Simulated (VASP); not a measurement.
An input for Quantum ESPRESSO's pw.x (written as the equivalent of a VASP run, and not itself run):

```
&CONTROL
  calculation = 'scf'
  pseudo_dir = './pseudo'
  outdir = './out'
  tprnfor = .true.
  tstress = .true.
/
&SYSTEM
  ibrav = 0
  nat = 2
  ntyp = 2
  ecutwfc = 84
  occupations = 'smearing'
  smearing = 'gaussian'
  degauss = 0.0147
  input_dft = 'pz'
/
&ELECTRONS
  conv_thr = 7.3e-08
  electron_maxstep = 100
/
ATOMIC_SPECIES
  Zr 91.224 Zr.upf
  N 14.007 N.upf
CELL_PARAMETERS angstrom
     0.0000000    2.2900000    2.2900000
     2.2900000    0.0000000    2.2900000
     2.2900000    2.2900000    0.0000000
ATOMIC_POSITIONS crystal
  Zr   0.0000000  0.0000000  0.0000000
  N    0.5000000  0.5000000  0.5000000
K_POINTS automatic
  16 16 16 0 0 0
```

Task: Translate this input to VASP (INCAR, KPOINTS, POSCAR, choice of POTCAR).

Result: One answer among several that fit: 
### KPOINTS
```
Automatic mesh
0
Gamma
16 16 16
0 0 0
```

File POSCAR:
```
ZrN
3.2385490
  0.0000000000   0.7071067938   0.7071067938
  0.7071067938   0.0000000000   0.7071067938
  0.7071067938   0.7071067938   0.0000000000
Zr N
1 1
Cartesian
  0.0000000000   0.0000000000   0.0000000000
  0.7071067938   0.7071067938   0.7071067938
```

INCAR:
```
EDIFF  =  1E-6   # SCF stop (eV)
ISMEAR  =  0   # Gaussian
LASPH  =  .TRUE.
LREAL  =  .FALSE.   # projection in real space or not
NELM  =  100
PREC  =  Accurate
LWAVE  =  .FALSE.
LMAXMIX  =  4   # l cut-off of mixed one-centre charges
LCHARG  =  .FALSE.
ALGO  =  Normal   # blocked Davidson
ISIF  =  2
SYSTEM  =  ZrN
SIGMA  =  0.2
ENCUT  =  400
```

POTCAR, in this order: Zr_sv N (LDA.64 set). Program: vasp_std.

Limits of the translation: the potentials are each code's own (VASP's PAW set, PseudoDojo norm-conserving files in pw.x), so ENCUT and ecutwfc are chosen apart and not converted; conv_thr bounds pw.x's estimated SCF error, while EDIFF bounds the energy change between steps.

The structure is a typed ZrN crystal (Fm-3m). The cell was not relaxed at this level.
